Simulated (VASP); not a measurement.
Consider the following.

```yaml
crystal:
  lattice:
    - [0.00000, 2.37108, 2.37108]
    - [2.37108, 0.00000, 2.37108]
    - [2.37108, 2.37108, 0.00000]
  atoms:
    - { symbol: Cd, position: [0.00000, 0.00000, 0.00000] }
    - { symbol: O, position: [0.50000, 0.50000, 0.50000] }
```

All values below come from PBE GGA with D3 dispersion (Becke-Johnson damping), VASP's PBE PAW potentials (set 64) (plane waves; VASP). Settings: 520 eV cut-off, 13×13×13 Γ-centred mesh, first-order Methfessel-Paxton smearing of 0.10 eV, potentials Cd O.

Question: The job: CdO (rock salt), 2 atoms, PBE-D3(BJ), static run, 520 eV, 13×13×13 Γ-centred mesh. Roughly how much core time does it take on a busy server core?

Answer: About 50 core-seconds (one run on a shared machine, a rough figure). It had 84 irreducible k-points, 13 bands, up to 726 plane waves and 13 electronic steps.

The compound is CdO in the rock salt structure. It was relaxed first.
